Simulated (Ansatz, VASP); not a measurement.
# SnGe3Te4 in VASP and in Ansatz

INCAR

```
PREC = Accurate ; ENCUT = 520
EDIFF = 1E-6 ; ISMEAR = 0
SIGMA = 0.2 ; LREAL = F
LASPH = T ; NELM = 80
ALGO = Normal ; ISIF = 2
LWAVE = F ; LCHARG = T
GGA = PE ; LELF = T
LVHAR = T ; NBANDS = 50
```

KPOINTS

```
Automatic mesh
0
Gamma
  4 4 4
```

Contents of POSCAR:

```
SnGe3Te4
1.0
    6.1271186000      0.0000000000      0.0000000000
    0.0000000000      6.1271186000      0.0000000000
    0.0000000000      0.0000000000      6.1271186000
Sn Ge Te
1 3 4
Direct
    0.0000000000      0.0000000000      0.0000000000
    0.5000000000      0.0000000000      0.5000000000
    0.5000000000      0.5000000000      0.0000000000
    0.0000000000      0.5000000000      0.5000000000
    0.0000000000      0.5000000000      0.0000000000
    0.5000000000      0.5000000000      0.5000000000
    0.0000000000      0.0000000000      0.5000000000
    0.5000000000      0.0000000000      0.0000000000
```

Input for Ansatz:

```yaml
crystal:
  lattice:
    - [6.1271186, 0.0, 0.0]
    - [0.0, 6.1271186, 0.0]
    - [0.0, 0.0, 6.1271186]
  atoms:
    - { symbol: Sn, position: [0.0, 0.0, 0.0] }
    - { symbol: Ge, position: [0.5, 0.0, 0.5] }
    - { symbol: Ge, position: [0.5, 0.5, 0.0] }
    - { symbol: Ge, position: [0.0, 0.5, 0.5] }
    - { symbol: Te, position: [0.0, 0.5, 0.0] }
    - { symbol: Te, position: [0.5, 0.5, 0.5] }
    - { symbol: Te, position: [0.0, 0.0, 0.5] }
    - { symbol: Te, position: [0.5, 0.0, 0.0] }
basis:
  ecutwfc: 420
kpoints:
  mp_grid: { grid: [4, 4, 4] }
hamiltonian:
  xc: pbe
scf:
  occupations: { method: gaussian, width: 0.2 }
  lower_state_search: "off"
output:
  forces: true
  stress: true
  eigenvalues: true
```

Alike in both runs: task single point; functional PBE; k mesh 4 × 4 × 4; occupations gaussian, width 0.2 eV; no spin polarisation.

|  | VASP | Ansatz |
| --- | --- | --- |
| version | VASP 6.6.1 | Ansatz 0.2.0 |
| potentials or method | VASP PAW PBE potentials, release 64 (Sn_d, Ge_d, Te) | scalar-relativistic, plane waves, PAW |
| plane-wave cutoff (eV) | 520 | 420 |
| valence electrons in the cell | 80 | 120 |

```tsv
	VASP	Ansatz	Ansatz less VASP
gap on the k mesh at the Fermi level (eV)	none	none	-
pressure (GPa)	-0.2	-0.2	+0.03
```

A gap of «none» marks a metal or a gap that the smearing closes. With one functional, cell and mesh, what is left measures potentials, basis and numerics. The two sets of potentials don't hold the same shells in valence.

The runs have no spin-orbit coupling, so splittings on Te are missing.
